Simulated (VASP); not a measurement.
Output of a VASP run:

**OUTCAR**
```
 ion  position               nearest neighbor table
   1  0.000  0.000  0.000-   2 2.54   2 2.54   2 2.54   2 2.54
   2  0.250  0.250  0.250-   1 2.54   1 2.54   1 2.54   1 2.54
  LATTYP: Found a face centered cubic cell.
 ALAT       =     5.8700000000
 Subroutine PRICEL returns:
 Original cell was already a primitive cell.
 Subroutine GETGRP returns: Found 24 space group operations
The static configuration has the point symmetry T_d .
The dynamic configuration has the point symmetry T_d .
 Subroutine INISYM returns: Found 24 space group operations
 Subroutine IBZKPT returns following result:
 Found     20 irreducible k-points:

 Following reciprocal coordinates:
            Coordinates               Weight
  0.000000  0.000000  0.000000      1.000000
  0.142857  0.000000  0.000000      8.000000
  0.285714  0.000000  0.000000      8.000000
  0.428571  0.000000  0.000000      8.000000
  0.142857  0.142857  0.000000      6.000000
  0.285714  0.142857  0.000000     24.000000
  0.428571  0.142857  0.000000     24.000000
 -0.428571  0.142857  0.000000     24.000000
 -0.285714  0.142857  0.000000     24.000000
 -0.142857  0.142857  0.000000     12.000000
  0.285714  0.285714  0.000000      6.000000
  0.428571  0.285714  0.000000     24.000000
 -0.428571  0.285714  0.000000     24.000000
 -0.285714  0.285714  0.000000     12.000000
  0.428571  0.428571  0.000000      6.000000
 -0.428571  0.428571  0.000000     12.000000
  0.428571  0.285714  0.142857     24.000000
 -0.428571  0.285714  0.142857     48.000000
 -0.428571  0.428571  0.142857     24.000000
 -0.285714  0.428571  0.142857     24.000000
   k-points           NKPTS =     20   k-points in BZ     NKDIM =     20   number of bands    NBANDS=     13
   number of dos      NEDOS =    301   number of ions     NIONS =      2
   total plane-waves  NPLWV =  13824
   dimension x,y,z NGX =    24 NGY =   24 NGZ =   24
   dimension x,y,z NGXF=    48 NGYF=   48 NGZF=   48
   ions per type =               1   1
   PREC   = accura    normal or accurate (medium, high low for compatibility)
   ISTART =      0    job   : 0-new  1-cont  2-samecut
   ICHARG =      2    charge: 1-file 2-atom 10-const
   ISPIN  =      1    spin polarized calculation?
   LNONCOLLINEAR =      F non collinear calculations
   LSORBIT =      F    spin-orbit coupling
   INIWAV =      1    electr: 0-lowe 1-rand  2-diag
   ENCUT  =  300.0 eV  22.05 Ry    4.70 a.u.   5.86  5.86  5.86*2*pi/ulx,y,z
   NELM   =    100;   NELMIN=  2; NELMDL= -5     # of ELM steps
   EDIFF  = 0.1E-05   stopping-criterion for ELM
   LREAL  =      F    real-space projection
   NLSPLINE    = F    spline interpolate recip. space projectors
   LMAXMIX     =    4 max onsite mixed and CHGCAR
   VOSKOWN=      0    Vosko Wilk Nusair interpolation
   EDIFFG = 0.1E-04   stopping-criterion for IOM
   NSW    =      0    number of steps for IOM
   NBLOCK =      1;   KBLOCK =      1    inner block; outer block
   IBRION =     -1    ionic relax: 0-MD 1-quasi-New 2-CG
   NFREE  =      0    steps in history (QN), initial steepest desc. (CG)
   ISIF   =      2    stress and relaxation
   ISYM   =      2    0-nonsym 1-usesym 2-fastsym
   TEIN   =    0.0    initial temperature
   TEBEG  =    0.0;   TEEND  =   0.0 temperature during run
   SMASS  =  -3.00    Nose mass-parameter (am)
   PSTRESS=    0.0 pullay stress
   NELECT =      18.0000    total number of electrons
   EFERMI =   0.00;   METHOD = LEGACY
   ISMEAR =    -1;   SIGMA  =   0.02  broadening in eV -4-tet -1-fermi 0-gaus
   IALGO  =     38    algorithm
   LDIAG  =      T    sub-space diagonalisation (order eigenvalues)
   IMIX   =      4    mixing-type and parameters
     AMIX     =   0.40;   BMIX     =  1.00
     AMIX_MAG =   1.60;   BMIX_MAG =  1.00
     AMIN     =   0.10
   GGA     = CA    functional components
   VOSKOWN =     0    Vosko Wilk Nusair interpolation
   LHFCALC =     F    Hartree Fock is set to
   LHFONE  =     F    Hartree Fock one center treatment
...
```

File OSZICAR:
```
       N       E                     dE             d eps       ncg     rms          rms(c)
DAV:   1     0.896659274311E+02    0.89666E+02   -0.64742E+03   538   0.102E+03
DAV:   2    -0.448706152382E+01   -0.94153E+02   -0.91510E+02   575   0.272E+02
DAV:   3    -0.995699411047E+01   -0.54699E+01   -0.54376E+01   685   0.723E+01
DAV:   4    -0.100882844933E+02   -0.13129E+00   -0.13124E+00   629   0.127E+01
DAV:   5    -0.100945255450E+02   -0.62411E-02   -0.62409E-02   728   0.225E+00    0.580E+00
DAV:   6    -0.970846816168E+01    0.38606E+00   -0.69651E-01   766   0.146E+01    0.356E+00
DAV:   7    -0.966667262769E+01    0.41796E-01   -0.16610E-01   705   0.347E+00    0.117E+00
DAV:   8    -0.966135113731E+01    0.53215E-02   -0.13507E-02   713   0.157E+00    0.408E-01
DAV:   9    -0.966104082966E+01    0.31031E-03   -0.14109E-03   660   0.540E-01    0.185E-01
DAV:  10    -0.966105056378E+01   -0.97341E-05   -0.13000E-04   685   0.956E-02    0.116E-01
DAV:  11    -0.966105383205E+01   -0.32683E-05   -0.14777E-05   779   0.519E-02    0.189E-02
DAV:  12    -0.966105261766E+01    0.12144E-05   -0.69918E-06   610   0.559E-02    0.161E-02
DAV:  13    -0.966105257199E+01    0.45666E-07   -0.29223E-07   315   0.514E-03
   1 F= -.96610526E+01 E0= -.96610526E+01  d E =-.310992E-07
```

File OUTCAR:
```
------------------------ aborting loop because EDIFF is reached ----------------------------------------
  FORCE on cell =-STRESS in cart. coord.  units (eV):
  Direction    XX          YY          ZZ          XY          YZ          ZX
  --------------------------------------------------------------------------------------
  Total       -0.5720171     -0.5720171     -0.5720171     -0.0000000     -0.0000000     -0.0000000
  in kB      -18.1244695    -18.1244695    -18.1244695     -0.0000000     -0.0000000     -0.0000000
  external PRESSURE =     -18.1244695 kB  Pullay stress =       0.0000000 kB
  volume of cell :       50.57
      direct lattice vectors                 reciprocal lattice vectors
     0.000000000  2.935000000  2.935000000    -0.170357751  0.170357751  0.170357751
     2.935000000  0.000000000  2.935000000     0.170357751 -0.170357751  0.170357751
     2.935000000  2.935000000  0.000000000     0.170357751  0.170357751 -0.170357751
  FREE ENERGIE OF THE ION-ELECTRON SYSTEM (eV)
  ---------------------------------------------------
  free  energy   TOTEN  =        -9.6610525720 eV

  energy  without entropy=       -9.6610525409  energy(sigma->0) =       -9.66105256
```
(Selected blocks of OUTCAR.)

**POSCAR**
```
InP
1
    0.0000000000     2.9350000000     2.9350000000
    2.9350000000     0.0000000000     2.9350000000
    2.9350000000     2.9350000000     0.0000000000
In P
1 1
Direct
  0.0000000000   0.0000000000   0.0000000000
  0.2500000000   0.2500000000   0.2500000000
```

Question: Write an INCAR and KPOINTS that could have produced this output.

Answer: Several could match; the one computed here: the input of the run itself, LDA (Ceperley-Alder, Perdew-Zunger), plane waves, VASP's LDA PAW potentials (set 64).

INCAR:
```
SYSTEM = InP
PREC = Accurate
ENCUT = 300
EDIFF = 1E-6
NELM = 100
ALGO = Normal
LREAL = .FALSE.
LASPH = .TRUE.
ISMEAR = -1
SIGMA = 0.02
LMAXMIX = 4
LWAVE = .FALSE.
LCHARG = .FALSE.
ISIF = 2
```

File KPOINTS:
```
kpoints
0
Gamma
 7 7 7
0 0 0
```

POTCAR, in this order: In_d P (LDA.64 set). Program: vasp_std.

At this cut-off the stress carries a Pulay error, which pulls relaxed volumes low.

The structure is a typed InP crystal (F-43m). The cell was not relaxed at this level.
